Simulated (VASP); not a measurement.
Consider the following.

```
CELL_PARAMETERS angstrom
      0.00000     2.18808     2.18808
      2.18808     0.00000     2.18808
      2.18808     2.18808     0.00000
ATOMIC_POSITIONS crystal
  B  0.00000 0.00000 0.00000
  P  0.25000 0.25000 0.25000
```

Level of theory: PBEsol GGA, VASP's PBE PAW potentials (set 64) (plane waves; VASP 6.6.1). Settings: 620 eV cut-off, 10×10×10 Γ-centred mesh, Gaussian smearing of 0.050 eV, potentials B P.

**Question.** What does the run give for the energy per atom (σ→0), pressure?

**Answer.** 
```json
{
 "energy per atom (σ→0)": "-6.776 eV/atom",
 "pressure": "19.86 GPa"
}
```

Total energies compare only between runs with the same potentials, cut-off and functional.

The structure was generated: BP was put into the zinc blende type (F-43m), which need not be its known phase. It was relaxed first under an external pressure of 20 GPa.
